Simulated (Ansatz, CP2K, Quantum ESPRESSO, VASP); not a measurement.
## BaTiO3: 4 runs at one level of theory

```
Ba Ti O
1.0
     4.00600    0.00000    0.00000
     0.00000    4.00600    0.00000
     0.00000    0.00000    4.00600
Ba Ti O
1 1 3
Direct
  0.50000 0.50000 0.50000
  0.00000 0.00000 0.00000
  0.00000 0.00000 0.50000
  0.00000 0.50000 0.00000
  0.50000 0.00000 0.00000
```

Alike in all runs: task equation of state; functional PBEsol; k mesh 7 × 7 × 7; occupations fermi-dirac, width 0.05 eV; no spin polarisation; no spin-orbit coupling.

```tsv
program and potentials	plane-wave cutoff (eV)	notes	equilibrium volume (Å³/atom)	bulk modulus (GPa)
CP2K, POTENTIAL_UZH Ba GTH-PBE-q10, Ti GTH-PBE-q12, O GTH-PBE-q6; TZVP-MOLOPT-PBE-GTH basis	-	atomic basis; potentials made for PBE	12.69	177.8
Ansatz, all-electron LAPW, scalar-relativistic	-	-	12.51	180.0
Quantum ESPRESSO, GBRV 1.5 PBEsol	612	-	?	?
VASP, PBE PAW files Ba_sv, O, Ti_sv, 520 eV	520	potentials made for PBE	12.66	178.1
```

**Question.** Estimate from the other rows what the run with Quantum ESPRESSO, GBRV 1.5 PBEsol gave.

**Answer.** Equilibrium volume 12.60 Å³/atom; bulk modulus 180.2 GPa. The other rows, which needn't bracket it: equilibrium volume 12.51 to 12.69; bulk modulus 177.8 to 180.0.
